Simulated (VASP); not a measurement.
```yaml
crystal:
  lattice:
    - [-1.67904, 1.67904, 1.67904]
    - [1.67904, -1.67904, 1.67904]
    - [1.67904, 1.67904, -1.67904]
  atoms:
    - { symbol: Ta, position: [0.00000, 0.00000, 0.00000] }
```

All values below come from PBE GGA, VASP's PBE PAW potentials (set 64) (plane waves; VASP 6.6.1). Numerical set-up: 300 eV cut-off, 11×11×11 Γ-centred mesh, Fermi-Dirac smearing of 0.10 eV, potentials Ta_pv.

Question: Give the energies of bands 4 to 8 at the high-symmetry points, in eV from the Fermi level.

Answer: 
```
band      Γ      H      N      P
----  -----  -----  -----  -----
4     -7.74  -3.53  -4.18  -1.21
5      0.72  -3.53  -1.42  -1.21
6      0.72   6.42   1.36  -1.21
7      0.72   6.42   3.67   4.79
8      3.81   6.42   4.64   4.79
```

It has no gap at this level: it comes out as a metal or semimetal.

The structure is a typed Ta crystal. The cell was not relaxed at this level.
